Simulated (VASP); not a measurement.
Output of a VASP run:

**OUTCAR**
```
 ion  position               nearest neighbor table
   1  0.500  0.500  0.330-   2 2.73   2 2.73   2 3.16   2 3.16
   2  0.000  0.000  0.415-   1 2.73   3 2.73   1 2.73   3 2.73   1 3.16   3 3.16   1 3.16   3 3.16
  LATTYP: Found a base centered orthorhombic cell.
 ALAT       =     3.1556387002
 B/A-ratio  =     1.4142137735
 C/A-ratio  =     8.2974397539
 Subroutine PRICEL returns:
 Original cell was already a primitive cell.
 Subroutine GETGRP returns: Found  8 space group operations
The static configuration has the point symmetry D_2h.
The dynamic configuration has the point symmetry D_2h.
 Subroutine INISYM returns: Found  8 space group operations
 Subroutine IBZKPT returns following result:
 Found     36 irreducible k-points:

 Following reciprocal coordinates:
            Coordinates               Weight
  0.000000  0.000000  0.000000      1.000000
  0.090909 -0.000000  0.000000      4.000000
  0.181818  0.000000  0.000000      4.000000
  0.272727  0.000000  0.000000      4.000000
  0.363636  0.000000  0.000000      4.000000
  0.454545 -0.000000  0.000000      4.000000
  0.090909  0.090909  0.000000      2.000000
  0.181818  0.090909  0.000000      4.000000
  0.272727  0.090909  0.000000      4.000000
  0.363636  0.090909  0.000000      4.000000
  0.454545  0.090909  0.000000      4.000000
 -0.454545  0.090909  0.000000      4.000000
 -0.363636  0.090909  0.000000      4.000000
 -0.272727  0.090909  0.000000      4.000000
 -0.181818  0.090909  0.000000      4.000000
 -0.090909  0.090909  0.000000      2.000000
  0.181818  0.181818  0.000000      2.000000
  0.272727  0.181818  0.000000      4.000000
  0.363636  0.181818  0.000000      4.000000
  0.454545  0.181818  0.000000      4.000000
 -0.454545  0.181818  0.000000      4.000000
 -0.363636  0.181818  0.000000      4.000000
 -0.272727  0.181818  0.000000      4.000000
 -0.181818  0.181818  0.000000      2.000000
  0.272727  0.272727  0.000000      2.000000
  0.363636  0.272727  0.000000      4.000000
  0.454545  0.272727  0.000000      4.000000
 -0.454545  0.272727  0.000000      4.000000
 -0.363636  0.272727  0.000000      4.000000
 -0.272727  0.272727  0.000000      2.000000
  0.363636  0.363636  0.000000      2.000000
  0.454545  0.363636  0.000000      4.000000
 -0.454545  0.363636  0.000000      4.000000
 -0.363636  0.363636  0.000000      2.000000
  0.454545  0.454545  0.000000      2.000000
 -0.454545  0.454545  0.000000      2.000000
   k-points           NKPTS =     36   k-points in BZ     NKDIM =     36   number of bands    NBANDS=     42
   number of dos      NEDOS =    301   number of ions     NIONS =      5
   total plane-waves  NPLWV =  25088
   dimension x,y,z NGX =    14 NGY =   14 NGZ =  128
   dimension x,y,z NGXF=    28 NGYF=   28 NGZF=  256
   ions per type =               5
   PREC   = normal    normal or accurate (medium, high low for compatibility)
   ISTART =      0    job   : 0-new  1-cont  2-samecut
   ICHARG =      2    charge: 1-file 2-atom 10-const
   ISPIN  =      1    spin polarized calculation?
   LNONCOLLINEAR =      F non collinear calculations
   LSORBIT =      F    spin-orbit coupling
   INIWAV =      1    electr: 0-lowe 1-rand  2-diag
   ENCUT  =  400.0 eV  29.40 Ry    5.42 a.u.   4.46  4.46 42.70*2*pi/ulx,y,z
   NELM   =    100;   NELMIN=  4; NELMDL= -5     # of ELM steps
   EDIFF  = 0.1E-04   stopping-criterion for ELM
   LREAL  =      F    real-space projection
   NLSPLINE    = F    spline interpolate recip. space projectors
   LMAXMIX     =    4 max onsite mixed and CHGCAR
   VOSKOWN=      0    Vosko Wilk Nusair interpolation
   EDIFFG = -.3E-01   stopping-criterion for IOM
   NSW    =     50    number of steps for IOM
   NBLOCK =      1;   KBLOCK =     50    inner block; outer block
   IBRION =      2    ionic relax: 0-MD 1-quasi-New 2-CG
   NFREE  =      1    steps in history (QN), initial steepest desc. (CG)
   ISIF   =      2    stress and relaxation
...
```

### OSZICAR
```
...
DAV:  16    -0.127769716225E+03    0.23647E-03   -0.27470E-04  3036   0.169E-01    0.336E-03
DAV:  17    -0.127769813510E+03   -0.97285E-04   -0.73123E-05  3182   0.734E-02    0.351E-03
DAV:  18    -0.127769634792E+03    0.17872E-03   -0.30387E-05  2674   0.530E-02    0.263E-03
DAV:  19    -0.127769596824E+03    0.37967E-04   -0.45130E-05  2820   0.622E-02    0.163E-03
DAV:  20    -0.127769640246E+03   -0.43421E-04   -0.95399E-05  3036   0.980E-02    0.180E-03
DAV:  21    -0.127769638695E+03    0.15503E-05   -0.56587E-05  2460   0.625E-02
   8 F= -.12776964E+03 E0= -.12776972E+03  d E =-.133997E-01
       N       E                     dE             d eps       ncg     rms          rms(c)
DAV:   1    -0.127769459133E+03    0.18111E-03   -0.23681E-02  3036   0.119E+00    0.257E-02
DAV:   2    -0.127769000342E+03    0.45879E-03   -0.12526E-03  3056   0.216E-01    0.186E-02
DAV:   3    -0.127769343676E+03   -0.34333E-03   -0.15338E-04  2800   0.681E-02    0.126E-02
DAV:   4    -0.127769468280E+03   -0.12460E-03   -0.70685E-05  2868   0.518E-02    0.964E-03
DAV:   5    -0.127769536043E+03   -0.67763E-04   -0.29867E-05  2510   0.353E-02    0.527E-03
DAV:   6    -0.127769587112E+03   -0.51069E-04   -0.28289E-05  2228   0.353E-02    0.230E-03
DAV:   7    -0.127769607771E+03   -0.20659E-04   -0.63133E-06  2006   0.162E-02    0.173E-03
DAV:   8    -0.127769603065E+03    0.47055E-05   -0.11498E-05  2172   0.291E-02
   9 F= -.12776960E+03 E0= -.12776969E+03  d E =-.133641E-01
       N       E                     dE             d eps       ncg     rms          rms(c)
DAV:   1    -0.127767436986E+03    0.21708E-02   -0.31835E-01  3024   0.425E+00    0.138E-01
DAV:   2    -0.127767262808E+03    0.17418E-03   -0.13141E-02  3122   0.745E-01    0.648E-02
DAV:   3    -0.127769294678E+03   -0.20319E-02   -0.45010E-03  3066   0.303E-01    0.401E-02
DAV:   4    -0.127769372636E+03   -0.77959E-04   -0.55069E-04  3456   0.132E-01    0.240E-02
DAV:   5    -0.127769645677E+03   -0.27304E-03   -0.31719E-04  3468   0.107E-01    0.255E-02
DAV:   6    -0.127769585545E+03    0.60132E-04   -0.16038E-04  3352   0.785E-02    0.567E-03
DAV:   7    -0.127769614030E+03   -0.28485E-04   -0.65778E-05  3020   0.767E-02    0.412E-03
DAV:   8    -0.127769628126E+03   -0.14096E-04   -0.12029E-04  3028   0.104E-01    0.233E-03
DAV:   9    -0.127769625349E+03    0.27768E-05   -0.15958E-05  2468   0.386E-02
  10 F= -.12776963E+03 E0= -.12776960E+03  d E =-.222839E-04
       N       E                     dE             d eps       ncg     rms          rms(c)
DAV:   1    -0.127769236264E+03    0.39186E-03   -0.67989E-02  3028   0.197E+00    0.637E-02
DAV:   2    -0.127769399883E+03   -0.16362E-03   -0.24437E-03  3144   0.326E-01    0.280E-02
DAV:   3    -0.127769628680E+03   -0.22880E-03   -0.63245E-04  3102   0.942E-02    0.171E-02
DAV:   4    -0.127769650947E+03   -0.22268E-04   -0.15458E-04  3462   0.761E-02    0.153E-02
DAV:   5    -0.127769690443E+03   -0.39496E-04   -0.71095E-05  3042   0.591E-02    0.910E-03
DAV:   6    -0.127769670227E+03    0.20215E-04   -0.75901E-05  3016   0.769E-02    0.285E-03
DAV:   7    -0.127769703007E+03   -0.32780E-04   -0.32305E-05  2616   0.490E-02    0.186E-03
DAV:   8    -0.127769739811E+03   -0.36805E-04   -0.30126E-05  2570   0.485E-02    0.964E-04
DAV:   9    -0.127769722313E+03    0.17499E-04   -0.12156E-05  1946   0.285E-02    0.762E-04
DAV:  10    -0.127769725896E+03   -0.35831E-05   -0.19428E-06  1704   0.123E-02
  11 F= -.12776973E+03 E0= -.12776975E+03  d E =-.122831E-03
```

OUTCAR:
```
------------------------ aborting loop because EDIFF is reached ----------------------------------------
  FORCE on cell =-STRESS in cart. coord.  units (eV):
  Direction    XX          YY          ZZ          XY          YZ          ZX
  --------------------------------------------------------------------------------------
  Total       -2.7482028     -2.7930437     -0.3747879     -0.0634148      0.0000000      0.0000000
  in kB      -23.8818719    -24.2715389     -3.2569055     -0.5510746      0.0000000      0.0000000
  external PRESSURE =     -17.1367721 kB  Pullay stress =       0.0000000 kB
  volume of cell :      184.37
      direct lattice vectors                 reciprocal lattice vectors
     2.732863595  0.000000000  0.000000000     0.365916543  0.129371093  0.000000000
    -0.910954866  2.576568297  0.000000000     0.000000000  0.388113135  0.000000000
     0.000000000  0.000000000 26.183722000     0.000000000  0.000000000  0.038191667
 POSITION                                       TOTAL-FORCE (eV/Angst)
 -----------------------------------------------------------------------------------
      0.91095      1.28828      8.73282        -0.000000      0.000000     -0.002655
      0.00000      0.00000     10.84704         0.000000      0.000000     -0.001280
      0.91095      1.28828     13.09186        -0.000000      0.000000      0.000000
      0.00000      0.00000     15.33669        -0.000000      0.000000      0.001280
      0.91095      1.28828     17.45090         0.000000     -0.000000      0.002655
 -----------------------------------------------------------------------------------
    total drift:                                0.000000     -0.000000      0.000000
  FREE ENERGIE OF THE ION-ELECTRON SYSTEM (eV)
  ---------------------------------------------------
  free  energy   TOTEN  =      -127.7697258961 eV

  energy  without entropy=     -127.7698058641  energy(sigma->0) =     -127.76975255

 reached required accuracy - stopping structural energy minimisation
```
(Selected blocks of OUTCAR.)

File POSCAR:
```
Mo(110) slab
1
    2.7328635947     0.0000000000    -0.0000000000
   -0.9109548655     2.5765682969    -0.0000000000
    0.0000000000     0.0000000000    26.1837219998
Mo
5
Direct
  0.5000000000   0.5000000000   0.3295600000
  0.0000000000   0.0000000000   0.4147800000
  0.5000000000   0.5000000000   0.5000000000
  0.0000000000   0.0000000000   0.5852200000
  0.5000000000   0.5000000000   0.6704400000
```

**Question.** Write an INCAR and KPOINTS that could have produced this output.

**Answer.** Several could match; the one computed here: the input of the run itself, r2SCAN meta-GGA, plane waves, VASP's PBE PAW potentials (set 64).

File KPOINTS:
```
Automatic mesh
0
Gamma
11 11 1
0 0 0
```

**INCAR**
```
LREAL = .FALSE.
LDIPOL = .TRUE.
LASPH = .TRUE.
LMIXTAU = .TRUE.
EDIFFG = -0.03
LWAVE = .TRUE.
ALGO = Normal   # blocked Davidson
PREC = Normal
METAGGA = R2SCAN
SIGMA = 0.1   # width (eV)
LMAXMIX = 4
ISMEAR = 1   # Methfessel-Paxton
IBRION = 2
ISIF = 2   # forces and stress, cell fixed
SYSTEM = Mo(110) slab
LCHARG = .FALSE.
EDIFF = 1E-5
IDIPOL = 3
NSW = 50   # most ionic steps
NELM = 100
ENCUT = 400
NELMIN = 4
DIPOL = 0.5 0.5 0.5
```

POTCAR, in this order: Mo_sv (PBE.64 set). Program: vasp_std.

The cell is a thin slab with vacuum, built from Mo (bcc): (110) face.
